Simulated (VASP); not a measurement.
Input of a VASP 6.6.1 run:

File POSCAR:

```
LaNi2H2
1.0
    0.0000000000      3.7399724200      0.0000000000
    3.7399724200      0.0000000000      0.0000000000
    1.8699857200      1.8699857200     -4.4199674100
Ni La H
2 1 2
Direct
    0.7500000000      0.2500000000      0.5000000000
    0.2500000000      0.7500000000      0.5000000000
    0.0000000000      0.0000000000      0.0000000000
    0.3750000000      0.3750000000      0.2500000000
    0.6250000000      0.6250000000      0.7500000000
```

INCAR.step1

```
SYSTEM = LaNi2H2
PREC     = Accurate       ! precision mode
ENCUT    = 520            ! plane-wave cutoff, eV
ISMEAR   = -5             ! smearing method
SIGMA    = 0.1            ! smearing width, eV
LREAL    = .FALSE.        ! projectors in reciprocal space
LASPH    = .TRUE.         ! aspherical terms in the spheres
NELM     = 100            ! most SCF steps
LMAXMIX  = 6              ! l up to which the mixer works
GGA      = PE             ! functional
ALGO     = Normal         ! electronic algorithm
EDIFF    = 1E-4           ! SCF threshold, eV
LWAVE    = .TRUE.         ! write WAVECAR
LCHARG   = .FALSE.        ! write CHGCAR
```

Contents of INCAR.step2:

```
SYSTEM = LaNi2H2
PREC     = Accurate       ! precision mode
ENCUT    = 520            ! plane-wave cutoff, eV
EDIFF    = 1E-7           ! SCF threshold, eV
ISMEAR   = -5             ! smearing method
SIGMA    = 0.1            ! smearing width, eV
LREAL    = .FALSE.        ! projectors in reciprocal space
LASPH    = .TRUE.         ! aspherical terms in the spheres
NELM     = 100            ! most SCF steps
ALGO     = Normal         ! electronic algorithm
ISIF     = 2              ! what is computed and relaxed
LWAVE    = .FALSE.        ! write WAVECAR
LCHARG   = .FALSE.        ! write CHGCAR
LMAXMIX  = 6              ! l up to which the mixer works
METAGGA  = R2SCAN         ! meta-GGA
LMIXTAU  = .TRUE.       
LORBIT   = 11             ! projections on sites
ISTART   = 1
```

Contents of KPOINTS:

```
regular mesh
0
G
  7 7 7
  0 0 0
```

Potentials or basis: VASP PAW PBE potentials, release 64 (Ni, La, H).

Run with:

```console
$ cat potpaw_PBE.64/Ni/POTCAR potpaw_PBE.64/La/POTCAR potpaw_PBE.64/H/POTCAR > POTCAR
$ cp INCAR.step1 INCAR
$ mpirun -np 1 vasp_std > vasp.out
$ cp INCAR.step2 INCAR
$ mpirun -np 1 vasp_std > vasp.out
```

Q: What does it give for the band gap on the k mesh?

A: None (metal or under the smearing width).

Q: What does it give for the largest force?

A: 0.869 eV/Å.

Q: What does it give for the pressure?

A: -6.8 GPa.

Forces in eV/Å, atoms in the order of the input:
```
Ni   0.000  0.000  0.000
Ni   0.000  0.000  0.000
La   0.000  0.000  0.000
H    0.000  0.000 -0.869
H    0.000  0.000  0.869
```

Caveat: the PAW data sets were made with another functional, which shifts forces and pressure a little; tetrahedron occupations give inexact forces and stress in metals. Spin polarisation is off, so any magnetic state and its effect on volume and gap are missing.
